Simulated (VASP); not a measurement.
# ZnSi32H26C4 in VASP: relaxation of the atoms with PBE+D3(BJ)

Aim: the relaxation of the atoms of ZnSi32H26C4 with PBE+D3(BJ).

All numbers are computed with VASP 6.6.1; they aren't measurements. Logs are shortened: lines on timing, memory, paths and dates and some standing lists are left out, and cuts for length are marked.

**1. The slab as given**

The cell holds a slab with vacuum, 63 atoms: a = 10.862 Å, b = 10.862 Å, c = 20.712 Å, α = 90.00°, β = 90.00°, γ = 90.00°.

The cell was built by a generator and needn't be a form met in nature.

**2. Relaxation of the atoms, PBE+D3(BJ)**

File INCAR:

```
ALGO     = Normal         # electronic algorithm
EDIFF    = 1E-6           # SCF threshold, eV
EDIFFG   = -0.03          # ionic threshold
ENCUT    = 400            # plane-wave cutoff, eV
GGA      = PE             # functional
IBRION   = 2              # ionic algorithm
ISIF     = 2              # what is computed and relaxed
ISMEAR   = 0              # smearing method
ISYM     = 0            
IVDW     = 12             # dispersion correction
LASPH    = True           # aspherical terms in the spheres
LCHARG   = False          # write CHGCAR
LREAL    = Auto         
LWAVE    = False          # write WAVECAR
NELM     = 100            # most SCF steps
NSW      = 120            # ionic steps
PREC     = Accurate       # precision mode
SIGMA    = 0.05           # smearing width, eV
```

File KPOINTS:

```
k-points
0
Gamma
  1 1 1
```

File POSCAR:

```
ZnSi32H26C4
1.0
    7.6805938572      7.6805938572      0.0000000000
   -7.6805938572      7.6805938572      0.0000000000
    0.0000000000      0.0000000000     20.7121500000
Si H Zn C
32 26 1 4
Selective dynamics
Direct
    0.7005149941      0.2994850059      0.3404837257  T T T
    0.7994850059      0.7005149941      0.3404837257  T T T
    0.0494850059      0.9505149941      0.3564164029  T T T
    0.2994850059      0.2005149941      0.3404837257  T T T
    0.9505149941      0.5494850059      0.3723490801  T T T
    0.2005149941      0.7994850059      0.3564164029  T T T
    0.4505149941      0.0494850059      0.3723490801  T T T
    0.5494850059      0.4505149941      0.3723490801  T T T
    0.8750000000      0.3750000000      0.2956911764  T T T
    0.8750000000      0.8750000000      0.2956911764  T T T
    0.1250000000      0.1250000000      0.2956911764  T T T
    0.3750000000      0.3750000000      0.2956911764  T T T
    0.1250000000      0.6250000000      0.2956911764  T T T
    0.3750000000      0.8750000000      0.2956911764  T T T
    0.6250000000      0.1250000000      0.2956911764  T T T
    0.6250000000      0.6250000000      0.2956911764  T T T
    0.0000000000      0.2500000000      0.2301378659  T T T
    0.0000000000      0.7500000000      0.2301378659  T T T
    0.2500000000      0.0000000000      0.2301378659  T T T
    0.5000000000      0.2500000000      0.2301378659  T T T
    0.2500000000      0.5000000000      0.2301378659  T T T
    0.5000000000      0.7500000000      0.2301378659  T T T
    0.7500000000      0.0000000000      0.2301378659  T T T
    0.7500000000      0.5000000000      0.2301378659  T T T
    0.8750000000      0.1250000000      0.1645845554  F F F
    0.8750000000      0.6250000000      0.1645845554  F F F
    0.1250000000      0.8750000000      0.1645845554  F F F
    0.3750000000      0.1250000000      0.1645845554  F F F
    0.1250000000      0.3750000000      0.1645845554  F F F
    0.3750000000      0.6250000000      0.1645845554  F F F
    0.6250000000      0.8750000000      0.1645845554  F F F
    0.6250000000      0.3750000000      0.1645845554  F F F
    0.9516281893      0.0483718107      0.1207021000  F F F
    0.7983718107      0.2016281893      0.1207021000  F F F
    0.9516281893      0.5483718107      0.1207021000  F F F
    0.7983718107      0.7016281893      0.1207021000  F F F
    0.2016281893      0.7983718107      0.1207021000  F F F
    0.0483718107      0.9516281893      0.1207021000  F F F
    0.4516281893      0.0483718107      0.1207021000  F F F
    0.2983718107      0.2016281893      0.1207021000  F F F
    0.2016281893      0.2983718107      0.1207021000  F F F
    0.0483718107      0.4516281893      0.1207021000  F F F
    0.4516281893      0.5483718107      0.1207021000  F F F
    0.2983718107      0.7016281893      0.1207021000  F F F
    0.7016281893      0.7983718107      0.1207021000  F F F
    0.5483718107      0.9516281893      0.1207021000  F F F
    0.7016281893      0.2983718107      0.1207021000  F F F
    0.5483718107      0.4516281893      0.1207021000  F F F
    0.3470450415      0.7642001134      0.5802777200  T T T
    0.2394845450      0.6460533014      0.5788570737  T T T
    0.1782210599      0.9202992059      0.5688920209  T T T
    0.0687730814      0.8001172545      0.5674182444  T T T
    0.1581159093      0.8256077925      0.6371028230  T T T
    0.9610273438      0.9146157577      0.4631033746  T T T
    0.0912712354      0.0111324290      0.4677613604  T T T
    0.8988592073      0.1301993039      0.4907831734  T T T
    0.8393007593      0.0873490942      0.4148327047  T T T
    0.9695434079      0.1838664025      0.4194895461  T T T
    0.2534421546      0.7465578454      0.4618400454  T T T
    0.2590706395      0.7371442038      0.5592909500  T T T
    0.1602605269      0.8260038050      0.5843919826  T T T
    0.0070069844      0.9929930156      0.4410267941  T T T
    0.9235685239      0.1054917300      0.4415658967  T T T
```

Potentials or basis: VASP PAW PBE potentials, release 64 (Si, H, Zn, C).

On the command line:

```sh
$ cat potpaw_PBE.64/Si/POTCAR potpaw_PBE.64/H/POTCAR potpaw_PBE.64/Zn/POTCAR potpaw_PBE.64/C/POTCAR > POTCAR
$ mpirun -np 8 vasp_gam > vasp.out
```

OUTCAR:

```text
EDIFF = 1E-6
   EDIFFG = -0.03
   ENCUT = 400
   GGA = PE
   IBRION = 2
   ISIF = 2
   ISMEAR = 0
   ISYM = 0
   IVDW = 12
   LASPH = True
   LREAL = Auto
   NELM = 100
   NSW = 120
   PREC = Accurate
 IVDW          = 12

 ion  position               nearest neighbor table
   1  0.701  0.299  0.340-   9 2.26  15 2.26   8 2.41
   2  0.799  0.701  0.340-  10 2.26  16 2.26   5 2.41
   3  0.049  0.951  0.356-  62 1.87   6 2.32  11 2.42  10 2.42
   4  0.299  0.201  0.340-  11 2.26  12 2.26   7 2.41
   5  0.951  0.549  0.372-   2 2.41   9 2.60  13 2.60
   6  0.201  0.799  0.356-   3 2.32  59 2.33  14 2.42  13 2.42
   7  0.451  0.049  0.372-   4 2.41  14 2.60  15 2.60
   8  0.549  0.451  0.372-   1 2.41  12 2.60  16 2.60
   9  0.875  0.375  0.296-   1 2.26  17 2.35  24 2.35   5 2.60
  10  0.875  0.875  0.296-   2 2.26  18 2.35  23 2.35   3 2.42
  11  0.125  0.125  0.296-   4 2.26  17 2.35  19 2.35   3 2.42
  12  0.375  0.375  0.296-   4 2.26  20 2.35  21 2.35   8 2.60
  13  0.125  0.625  0.296-  18 2.35  21 2.35   6 2.42   5 2.60
  14  0.375  0.875  0.296-  19 2.35  22 2.35   6 2.42   7 2.60
[... 42 lines left out ...]
  57  0.839  0.087  0.415-  63 1.09
  58  0.970  0.184  0.419-  63 1.09
  59  0.253  0.747  0.462-  60 2.02   6 2.33
  60  0.259  0.737  0.559-  49 1.09  50 1.09  61 1.53  59 2.02
  61  0.160  0.826  0.584-  52 1.09  51 1.09  53 1.09  60 1.53
  62  0.007  0.993  0.441-  55 1.09  54 1.09  63 1.52   3 1.87
  63  0.924  0.105  0.442-  58 1.09  57 1.09  56 1.09  62 1.52

IMPORTANT INFORMATION: All symmetrisations will be switched off!
NOSYMM: (Re-)initialisation of all symmetry stuff for point group C_1.

----------------------------------------------------------------------------------------

                                     Primitive cell

  volume of cell :    2443.6825

  direct lattice vectors                    reciprocal lattice vectors
     7.680593857  7.680593857  0.000000000     0.065099133  0.065099133  0.000000000
    -7.680593857  7.680593857  0.000000000    -0.065099133  0.065099133  0.000000000
     0.000000000  0.000000000 20.712150000     0.000000000  0.000000000  0.048280840

  length of vectors
    10.862000000 10.862000000 20.712150000     0.092064077  0.092064077  0.048280840

  position of ions in fractional coordinates (direct lattice)
     0.700514994  0.299485006  0.340483726
     0.799485006  0.700514994  0.340483726
     0.049485006  0.950514994  0.356416403
     0.299485006  0.200514994  0.340483726
     0.950514994  0.549485006  0.372349080
     0.200514994  0.799485006  0.356416403
[... 55 lines left out ...]
     0.007006984  0.992993016  0.441026794
     0.923568524  0.105491730  0.441565897

  ion indices of the primitive-cell ions
   primitive index   ion index
                 1           1
                 2           2
                 3           3
                 4           4
                 5           5
                 6           6
[... 55 lines left out ...]
                62          62
                63          63

----------------------------------------------------------------------------------------

 KPOINTS: k-points

Automatic generation of k-mesh.
 Grid dimensions read from file:
 generate k-points for:    1    1    1

 Generating k-lattice:

  Cartesian coordinates                     Fractional coordinates (reciprocal lattice)
     0.065099133  0.065099133  0.000000000     1.000000000  0.000000000  0.000000000
    -0.065099133  0.065099133  0.000000000     0.000000000  1.000000000  0.000000000
     0.000000000  0.000000000  0.048280840     0.000000000  0.000000000  1.000000000

  Length of vectors
     0.092064077  0.092064077  0.048280840

  Shift w.r.t. Gamma in fractional coordinates (k-lattice)
     0.000000000  0.000000000  0.000000000

 Subroutine IBZKPT returns following result:
 ===========================================

 Found      1 irreducible k-points:

 Following reciprocal coordinates:
            Coordinates               Weight
  0.000000  0.000000  0.000000      1.000000
   k-points           NKPTS =      1   k-points in BZ     NKDIM =      1   number of bands    NBANDS=    128
   number of dos      NEDOS =    301   number of ions     NIONS =     63
   total plane-waves  NPLWV = 725760
   dimension x,y,z NGX =    72 NGY =   72 NGZ =  140
   dimension x,y,z NGXF=   144 NGYF=  144 NGZF=  280
   ions per type =              32  26   1   4
   NGX,Y,Z   is equivalent  to a cutoff of  11.02, 11.02, 11.24 a.u.
   NGXF,Y,Z  is equivalent  to a cutoff of  22.04, 22.04, 22.47 a.u.
 SYSTEM =  unknown system
   PREC   = accura    normal or accurate (medium, high low for compatibility)
   ISTART =      0    job   : 0-new  1-cont  2-samecut
   ICHARG =      2    charge: 1-file 2-atom 10-const
   ISPIN  =      1    spin polarized calculation?
   LNONCOLLINEAR =      F non collinear calculations
   LSORBIT =      F    spin-orbit coupling
   LASPH  =      T    aspherical Exc in radial PAW
   ENCUT  =  400.0 eV  29.40 Ry    5.42 a.u.  17.71 17.71 33.78*2*pi/ulx,y,z
   NELM   =    100;   NELMIN=  2; NELMDL= -5     # of ELM steps
   EDIFF  = 0.1E-05   stopping-criterion for ELM
   LREAL  =      T    real-space projection
   EDIFFG = -.3E-01   stopping-criterion for IOM
   NSW    =    120    number of steps for IOM
   IBRION =      2    ionic relax: 0-MD 1-quasi-New 2-CG
   NFREE  =      1    steps in history (QN), initial steepest desc. (CG)
   ISIF   =      2    stress and relaxation
   ISYM   =      0    0-nonsym 1-usesym 2-fastsym
   POTIM  = 0.5000    time-step for ionic-motion
   TEBEG  =    0.0;   TEEND  =   0.0 temperature during run
   PSTRESS=    0.0 pullay stress
   NELECT =     182.0000    total number of electrons
   NUPDOWN=      -1.0000    fix difference up-down
   EMIN   =  10.00;   EMAX   =-10.00  energy-range for DOS
   EFERMI =   0.00;   METHOD = LEGACY
   ISMEAR =     0;   SIGMA  =   0.05  broadening in eV -4-tet -1-fermi 0-gaus
   EFERMI_NEDOS =   21; number of points for ismear=-14 and -15
   IALGO  =     38    algorithm
   IMIX   =      4    mixing-type and parameters
     AMIX     =   0.40;   BMIX     =  1.00
     AMIX_MAG =   1.60;   BMIX_MAG =  1.00
  volume/ion in A,a.u.               =      38.79       261.76
  Fermi-wavevector in a.u.,A,eV,Ry     =   0.688785  1.301615  6.454942  0.474425
  Thomas-Fermi vector in A             =   1.769684
   LORBIT       =      0    0 simple, 1 ext, 2 COOP (PROOUT), +10 PAW based schemes
   GGA     = PE    functional components
   LHFCALC =     F    Hartree Fock is set to
   AEXX    =    0.0000 exact exchange contribution
   IVDW    =    12    specifies the selected vdW correction
   LEPSILON=     F    determine dielectric tensor
   LRPA    =     F    only Hartree local field effects (RPA)
 conjugate gradient relaxation of ions
 non-spin polarized calculation
 Gauss-broadening in eV      SIGMA  =   0.05
  energy-cutoff  :      400.00
  volume of cell :     2443.68
 maximum number of plane-waves:     22152
 NGX is ok and might be reduce to    70
   NGX = 35   NGY = 35   NGZ = 67

--------------------------------------- Ionic step        1  -------------------------------------------

 number of electron     181.9999985 magnetization

 Free energy of the ion-electron system (eV)
  ---------------------------------------------------
  ext. energy  EPLUGINS =         0.00000000
  ---------------------------------------------------
  free energy    TOTEN  =      -286.55037333 eV

  energy without entropy =     -286.52767069  energy(sigma->0) =     -286.53902201

------------------------ aborting loop because EDIFF is reached ----------------------------------------

 Edisp (eV)   -8.39367

 E8    (eV) :    -3.4102
[... 288 lines left out ...]
  FREE ENERGIE OF THE ION-ELECTRON SYSTEM (eV)
  ---------------------------------------------------
  free  energy   TOTEN  =      -295.9054648539 eV

  energy  without entropy=     -295.9015359957  energy(sigma->0) =     -295.90350042

[... ionic steps 4 to 51 ...]

--------------------------------------- Ionic step       52  -------------------------------------------

 number of electron     181.9999989 magnetization

------------------------ aborting loop because EDIFF is reached ----------------------------------------
[... 197 lines left out ...]
--------------------------------------- Ionic step       54  -------------------------------------------

 number of electron     181.9999989 magnetization

 Free energy of the ion-electron system (eV)
  ---------------------------------------------------
  ext. energy  EPLUGINS =         0.00000000
  ---------------------------------------------------
  free energy    TOTEN  =      -288.41649474 eV

  energy without entropy =     -288.41649474  energy(sigma->0) =     -288.41649474

 E-fermi :  -1.5573     XC(G=0):  -3.8934

 val. band max:       -1.7724696023   @ k =   0.0000   0.0000   0.0000
 cond. band min:      -1.3423872425   @ k =   0.0000   0.0000   0.0000
 fundamental gap:      0.4300823598
 Fermi energy:        -1.5572650029

 k-point     1 :       0.0000    0.0000    0.0000
  band No.  band energies     occupation
      1     -16.0585      2.00000
      2     -15.3629      2.00000
      3     -13.0454      2.00000
      4     -12.6194      2.00000
      5     -12.3091      2.00000
      6     -12.1280      2.00000
[... 95 lines left out ...]
    102       0.6754      0.00000
    103       0.8737      0.00000
 [bands above 103 left out]

------------------------ aborting loop because EDIFF is reached ----------------------------------------

 Edisp (eV)   -8.32192

 E8    (eV) :    -3.3815
[... 86 lines left out ...]
  FREE ENERGIE OF THE ION-ELECTRON SYSTEM (eV)
  ---------------------------------------------------
  free  energy   TOTEN  =      -296.7384165771 eV

  energy  without entropy=     -296.7384165766  energy(sigma->0) =     -296.73841658

 reached required accuracy - stopping structural energy minimisation
```

Run time: 13 min. Hardware: 8 MPI ranks of AMD EPYC 9R45 (Zen 5), shared host; peak memory 0.43 GiB.

Results:

```
Free energy                : -296.7384 eV
Energy gained by relaxing  : 28.5 meV/atom
Ionic steps                : 54
Band gap on the k mesh     : 0.43 eV, direct
Dispersion energy per atom : -0.132 eV
```

The path:
```
step  energy change (eV)  largest force (eV/Å)  pressure (GPa)
   1              0.0000                1.7361            0.24
   3             -0.9614                2.1500           -0.02
   5             -1.3315                1.2634            0.04
   7             -1.6047                0.8521            0.16
   9             -1.6688                0.9170            0.18
  11             -1.7088                0.9217            0.20
  13             -1.7346                0.8610            0.22
  15             -1.7459                0.8071            0.23
  17             -1.7562                0.8045            0.24
  19             -1.7646                0.7882            0.23
  21             -1.7724                0.7516            0.24
  23             -1.7753                0.7490            0.25
  25             -1.7794                0.7601            0.26
  27             -1.7818                0.7685            0.26
  29             -1.7831                0.7699            0.26
  31             -1.7842                0.7680            0.26
  33             -1.7853                0.7676            0.26
  35             -1.7870                0.7733            0.26
  37             -1.7881                0.7798            0.25
  39             -1.7897                0.7845            0.25
  41             -1.7906                0.7732            0.24
  43             -1.7914                0.7605            0.24
  45             -1.7920                0.7554            0.24
  47             -1.7926                0.7567            0.25
  49             -1.7926                0.7572            0.25
  51             -1.7934                0.7634            0.25
  53             -1.7939                0.7654            0.26
  54             -1.7944                0.7650            0.26
```

Final structure:
```xyz
63
Lattice="7.6806 7.6806 0.0000 -7.6806 7.6806 0.0000 0.0000 0.0000 20.7122" Properties=species:S:1:pos:R:3 pbc="T T T"
Si    2.8951    7.6787    6.9267
Si    1.0292   11.4914    6.9100
Si   -6.8724    7.6873    7.3606
Si    1.0303    3.8756    6.9101
Si    3.2884   11.5443    7.6176
Si   -4.4597    7.6786    7.2939
Si    3.2898    3.8130    7.6210
Si    0.6188    7.6837    7.6451
Si    3.7775    9.7088    6.1628
Si    0.0939   13.4847    6.1122
Si    0.0980    1.8849    6.1036
Si    0.0861    5.8782    6.1703
Si   -3.9087    5.6985    6.1415
Si   -3.9075    9.6600    6.1429
Si    3.7779    5.6481    6.1667
Si    0.0879    9.4882    6.1668
Si   -1.9242    1.9265    4.8268
Si   -5.7138    5.7623    4.6735
Si   -5.7092    9.5991    4.6708
Si    1.9338    5.7575    4.6842
Si   -1.9120    5.7586    4.8431
Si   -1.9115    9.6027    4.8431
Si   -1.9251   13.4350    4.8283
Si    1.9346    9.6040    4.6825
Si    5.7604    7.6806    3.4089
Si    1.9201   11.5209    3.4089
Si   -5.7604    7.6806    3.4089
Si    1.9201    3.8403    3.4089
Si   -1.9201    3.8403    3.4089
Si   -1.9201    7.6806    3.4089
Si   -1.9201   11.5209    3.4089
Si    1.9201    7.6806    3.4089
H     6.9375    7.6806    2.5000
H     4.5833    7.6806    2.5000
H     3.0972   11.5209    2.5000
H     0.7430   11.5209    2.5000
H    -4.5833    7.6806    2.5000
H    -6.9375    7.6806    2.5000
H     3.0972    3.8403    2.5000
H     0.7430    3.8403    2.5000
H    -0.7430    3.8403    2.5000
H    -3.0972    3.8403    2.5000
H    -0.7430    7.6806    2.5000
H    -3.0972    7.6806    2.5000
H    -0.7430   11.5209    2.5000
H    -3.0972   11.5209    2.5000
H     3.0972    7.6806    2.5000
H     0.7430    7.6806    2.5000
H    -3.1858    8.5519   11.8283
H    -3.1041    6.7847   11.8023
H    -5.7393    8.4379   11.9213
H    -5.6657    6.6698   11.8801
H    -5.0371    7.5496   13.2831
H     0.3490   14.4560    9.6154
H     0.5447    0.8479    9.6701
H     5.8247    7.8753   10.1658
H     5.7083    7.0815    8.5803
H     5.9161    8.8441    8.6802
Zn   -3.8896    7.6660    9.5671
C    -3.7288    7.6457   11.5167
C    -5.1106    7.5720   12.1826
C    -7.6253    7.7119    9.1136
C     6.2165    7.8866    9.1368
```

Caveat: the cutoff is under 1.25 times the usual one of these potentials, so pressure, stress and relaxed cells hold a basis-set (Pulay) error.
